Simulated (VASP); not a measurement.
Method: PBEsol GGA, VASP's PBE PAW potentials (set 64) (plane waves; VASP 6.6.1).

A VASP calculation is set up with these files.

File POSCAR:
```
Zn4S3Se
1
    5.4231679820     0.0000000000    -0.0000000000
   -0.0000000000     5.4231679820     0.0000000000
   -0.0000000000     0.0000000000     5.4231679820
Zn Se S
4 1 3
Direct
  0.9932370613   0.9932370613   0.9932370613
  0.5067629387   0.5067629387   0.9932370613
  0.5067629387   0.9932370613   0.5067629387
  0.9932370613   0.5067629387   0.5067629387
  0.2500000000   0.2500000000   0.2500000000
  0.7500000000   0.7500000000   0.2500000000
  0.7500000000   0.2500000000   0.7500000000
  0.2500000000   0.7500000000   0.7500000000
```

### KPOINTS
```
k-points along high-symmetry lines
15
Line-mode
Reciprocal
  0.000000   0.000000   0.000000 ! GAMMA
  0.000000   0.500000   0.000000 ! X

  0.000000   0.500000   0.000000 ! X
  0.500000   0.500000   0.000000 ! M

  0.500000   0.500000   0.000000 ! M
  0.000000   0.000000   0.000000 ! GAMMA

  0.000000   0.000000   0.000000 ! GAMMA
  0.500000   0.500000   0.500000 ! R

  0.500000   0.500000   0.500000 ! R
  0.000000   0.500000   0.000000 ! X

  0.500000   0.500000   0.500000 ! R
  0.500000   0.500000   0.000000 ! M
```

**INCAR**
```
! general
SYSTEM =Zn4S3Se
PREC   =Accurate
ENCUT  =400
LREAL  =.FALSE.
LASPH  =.TRUE.
ICHARG =11

! electronic loop
EDIFF  =1E-7
NELM   =100
ALGO   =Normal
LMAXMIX=4

! smearing
ISMEAR =0
SIGMA  =0.05

! functional
GGA    =PS

! output
LWAVE  =.FALSE.
LCHARG =.FALSE.
LORBIT =11
```

POTCAR, in this order: Zn Se S (PBE.64 set). Program: vasp_std. Read from the step before: CHGCAR.

Output of the run:

**OSZICAR**
```
       N       E                     dE             d eps       ncg     rms          rms(c)
DAV:   1     0.514402058732E+03    0.51440E+03   -0.29196E+04  7740   0.170E+03
DAV:   2     0.364377772375E+02   -0.47796E+03   -0.46556E+03  7906   0.400E+02
DAV:   3    -0.258662609672E+02   -0.62304E+02   -0.60801E+02  8689   0.138E+02
DAV:   4    -0.283137245899E+02   -0.24475E+01   -0.24395E+01  8996   0.268E+01
DAV:   5    -0.283509325771E+02   -0.37208E-01   -0.37184E-01  8950   0.324E+00
DAV:   6    -0.283518433131E+02   -0.91074E-03   -0.91058E-03  8934   0.511E-01
DAV:   7    -0.283518736124E+02   -0.30299E-04   -0.30297E-04  8989   0.893E-02
DAV:   8    -0.283518747003E+02   -0.10879E-05   -0.10880E-05  8939   0.171E-02
DAV:   9    -0.283518747443E+02   -0.43989E-07   -0.43958E-07  7496   0.329E-03
   1 F= -.28351875E+02 E0= -.28351875E+02  d E =-.513811E-16
```

OUTCAR:
```
 val. band max:        2.1346542465   @ k =   0.0000   0.0000   0.0000

 cond. band min:       3.9319043214   @ k =   0.0000   0.0000   0.0000



 k-point     1 :       0.0000    0.0000    0.0000
  band No.  band energies     occupation
      1     -11.2556      2.00000
      2      -9.9966      2.00000
      3      -9.9966      2.00000
      4      -9.9354      2.00000
      5      -4.4683      2.00000
      6      -4.4683      2.00000
      7      -4.4683      2.00000
      8      -4.4125      2.00000
      9      -4.4125      2.00000
     10      -4.4125      2.00000
     11      -4.0841      2.00000
     12      -4.0841      2.00000
     13      -4.0841      2.00000
     14      -4.0620      2.00000
     15      -4.0620      2.00000
     16      -4.0620      2.00000
     17      -3.9226      2.00000
     18      -3.9226      2.00000
     19      -3.8482      2.00000
     20      -3.8482      2.00000
     21      -3.8482      2.00000
     22      -3.7411      2.00000
     23      -3.6891      2.00000
     24      -3.6891      2.00000
     25      -2.6566      2.00000
     26      -2.6566      2.00000
     27      -2.6566      2.00000
     28      -0.3366      2.00000
     29      -0.3366      2.00000
     30      -0.3366      2.00000
     31      -0.1291      2.00000
     32      -0.1291      2.00000
     33      -0.1291      2.00000
     34       2.1347      2.00000
     35       2.1347      2.00000
     36       2.1347      2.00000
     37       3.9319      0.00000
     38       4.9799      0.00000
     39       5.3085      0.00000
     40       5.3085      0.00000
     41       5.9097      0.00000
     42       5.9097      0.00000
     43       5.9097      0.00000

 k-point     2 :       0.0000    0.0357    0.0000
  band No.  band energies     occupation
      1     -11.2522      2.00000
      2      -9.9999      2.00000
      3      -9.9965      2.00000
      4      -9.9370      2.00000
      5      -4.4686      2.00000
      6      -4.4664      2.00000
...
```

The density is held fixed in this step, so its total energy and stress have no physical meaning.

The structure was generated: Zn4S3Se was put into an ordered model structure (P-43m), which need not be its known phase. It was relaxed first.
